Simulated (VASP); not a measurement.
C: energy against strain

C (graphite, P6_3/mmc, 10.448 Å³/atom and stress up to 0.24 GPa in the relaxed cell, c along z) under an equal strain ε along x and y, with z held. PBE in VASP (plane waves, PAW), 600 eV, 24×24×8 Γ-centred mesh, Gaussian smearing 0.05 eV; ions are relaxed, or left where forces stay under 0.02 eV/Å, within the symmetry of each cell. Against the start cell, which lies near the measured one, the relaxed cell differs by 18.8 % in volume and 18.1 % in c; the values below rest on it.

Here s stands for strain and y for E less E0.

| strain (%) | E less E0 (meV/atom) |
|---|---|
| -3.00 | ? |
| -1.50 | 16.47 |
| -1.00 | 7.34 |
| -0.50 | 1.90 |
| 0.00 | 0.00 |
| 0.50 | 1.53 |
| 1.00 | 6.34 |
| 1.50 | 14.32 |

The 7 complete rows are fitted with a parabola, y against s. Least squares gives y = 0.002 - 0.6300·s + 6.8410·s². Residuals (row less fit): 0.131, -0.133, -0.127, -0.002, 0.133, 0.127, -0.129; standard error 0.159 (degrees of freedom: 4). Twice the quadratic coefficient over the volume, 2 × 6.8410 meV × 10⁴ × 0.1602 / 10.448 Å³, is the elastic constants 2(C11 + C12) = about 2100 GPa.

Question: What does the fit predict for y at s = -3.00, and how far is the calculated value from it?

Answer: y = 0.002 - 0.6300 × (-3.0) + 6.8410 × (-3.0)² = 63.461 meV/atom. The calculation gives 67.42 meV/atom, 3.959 meV/atom above the prediction (5.9 % of the range of y in the table). The row lies outside the fitted rows, so this is an extrapolation. From the scatter of the fitted rows alone, a prediction at this place has a standard error of 0.609 meV/atom, so the miss is 6.5 times that.

A polynomial of degree 3 through the 12 other runs of the series gives 67.31 there, so most of the miss is curvature that the fit leaves out. In a metal these values are sensitive to mesh and smearing; energies are taken to zero smearing, stresses follow the free energy. For C: without a dispersion term in the relaxation, distances and binding between the weakly bound layers, chains or molecules are unreliable, and so is what depends on them. Rows are the converged runs of the series near zero and its far end, less any whose ions stayed unrelaxed beside relaxed ones; series whose fitted rows scatter by over a few per cent of the range, as at a crossing or softening among them, aren't shown in this form. Most that stay on the fit to the last digits aren't either.
